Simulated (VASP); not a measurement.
VASP runs on AsPt (a trial cell in the rocksalt structure, space group Fm-3m) share one base input (PBE GGA, plane waves, VASP's PBE PAW potentials (set 64)) and change the settings named in each case.

INCAR:
```
LWAVE=.FALSE.
LASPH=.TRUE.
ENCUT=400   ! plane-wave cut-off (eV)
ISIF=2
ALGO=Normal   ! blocked Davidson
PREC=Accurate
LMAXMIX=6   ! l cut-off of mixed one-centre charges
SIGMA=0.05   ! width (eV)
SYSTEM=AsPt
EDIFF=1E-6
LCHARG=.FALSE.
LREAL=.FALSE.
GGA=PE   ! PBE
ISMEAR=0
NELM=100   ! most electronic steps
```

File POSCAR:
```
AsPt
1.0
  0.0000000000   2.7473450000   2.7473450000
  2.7473450000   0.0000000000   2.7473450000
  2.7473450000   2.7473450000   0.0000000000
As Pt
1 1
Cart
  0.0000000000   0.0000000000   0.0000000000
  2.7473450000   2.7473450000   2.7473450000
```

**KPOINTS**
```
Regular mesh
0
Gamma
 8 8 8
0 0 0
```

POTCAR, in this order: As Pt (PBE.64 set). Program: vasp_std.

```
change       E(σ→0) (eV/atom)  pressure (GPa)  −TS (eV)  electronic steps
-----------  ----------------  --------------  --------  ----------------
base run              -5.3658          -14.29   -0.0024                13
NBANDS = 8            -5.2666          -13.30   -0.0018                14
NBANDS = 9            -5.3658          -14.29   -0.0024                13
NBANDS = 15           -5.3658          -14.31   -0.0024                12
NBANDS = 22           -5.3658          -14.30   -0.0024                12
```
 Unless said otherwise, spin-orbit coupling is left out, though it shifts the bands of the heavy elements here.

Left out are runs that ran out of time, are held back, or changed the cell or the kind of run, fixed moments of cells without a moment, rows past the twelfth, gaps on odd meshes, pressures of charged cells and columns that move by less than the noise.

The structure was generated: AsPt was put into the rocksalt type (Fm-3m), which need not be its known phase. The cell was not relaxed at this level. The electron count is odd and the run is not spin-polarised, which forces a metal.
